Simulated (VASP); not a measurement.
A VASP calculation is set up with these files.

**INCAR**
```
ALGO = Normal
EDIFF = 1E-7
ENCUT = 400
GGA = PS
ISIF = 2
ISMEAR = -5
LASPH = T
LCHARG = T
LEFG = T
LMAXMIX = 4
LORBIT = 11
LREAL = F
LWAVE = F
NEDOS = 601
NELM = 100
PREC = Accurate
SYSTEM = SnS
```

POSCAR:
```
SnS
1
   22.1651476561     0.0000000000     0.0000000000
    0.0000000000     2.8720387388     2.8823552156
    0.0000000000    -2.8720387388     2.8823552156
Sn S
2 2
Direct
  0.4363557065   0.2443161236   0.7443161236
  0.5636442935   0.7443161236   0.2443161236
  0.4484181667   0.7216838764   0.2216838764
  0.5515818333   0.2216838764   0.7216838764
```

KPOINTS:
```
Automatic mesh
0
Gamma
2 6 6
0 0 0
```

POTCAR, in this order: Sn_d S (PBE.64 set). Program: vasp_std.

Write an equivalent input for Ansatz.

One equivalent input (not run):
Ansatz 0.2 input:
```yaml
crystal:
  lattice:
    - [22.1651477, 0.0000000, 0.0000000]
    - [0.0000000, 2.8720387, 2.8823552]
    - [0.0000000, -2.8720387, 2.8823552]
  atoms:
    - { symbol: Sn, position: [0.4363557, 0.2443161, 0.7443161] }
    - { symbol: Sn, position: [0.5636443, 0.7443161, 0.2443161] }
    - { symbol: S, position: [0.4484182, 0.7216839, 0.2216839] }
    - { symbol: S, position: [0.5515818, 0.2216839, 0.7216839] }
kpoints:
  mp_grid: { grid: [2, 6, 6] }
hamiltonian:
  xc: pbesol
  pseudopotentials: { kind: paw }
scf:
  occupations: { method: tetrahedron }
  max_iter: 100
output: { forces: true, stress: true, eigenvalues: true }
```
The two are equivalent in intent, not identical: each code has its own PAW files, so the cut-off isn't converted (ENCUT is set for VASP's; basis.ecutwfc is left out, and Ansatz then takes the one that its files recommend); Ansatz stops its SCF on the density residual and VASP on the energy change (EDIFF); the field gradients of LEFG aren't asked of the other code.

The cell is a sheet with vacuum, built from a database entry that may be metastable or hypothetical.
